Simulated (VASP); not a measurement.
Data:

```
CELL_PARAMETERS angstrom
      0.00000     2.68008     2.68008
      2.68008     0.00000     2.68008
      2.68008     2.68008     0.00000
ATOMIC_POSITIONS crystal
  Tm 0.50000 0.50000 0.50000
  S  0.00000 0.00000 0.00000
```

These are PBEsol GGA, VASP's PBE PAW potentials (set 64) (plane waves; VASP 6.6.1) values and carry that method's errors. Settings: 400 eV cut-off, 11×11×11 Γ-centred mesh, first-order Methfessel-Paxton smearing of 0.10 eV, potentials Tm_3 S.

The 4f electrons are frozen in the core of the lanthanide potential, so 4f levels, which can set the real gap, and their magnetism are missing.

Task: Predict the energy per atom (σ→0), band gap (on the k-mesh) with the smallest direct gap where there is one.

Result: 
| Property | Result |
|---|---|
| band gap (on the k-mesh) | none (metal, semimetal or under 0.01 eV) |
| energy per atom (σ→0) | -646.4 kJ/mol of atoms |

The absolute energy has meaning only against runs of the same code, potentials and settings.

The structure comes from a computed database's TmS entry (Fm-3m); how it stands against other phases isn't given here. It was relaxed first. The start is the result of an earlier pass. The electron count is odd and the run is not spin-polarised, which forces a metal.
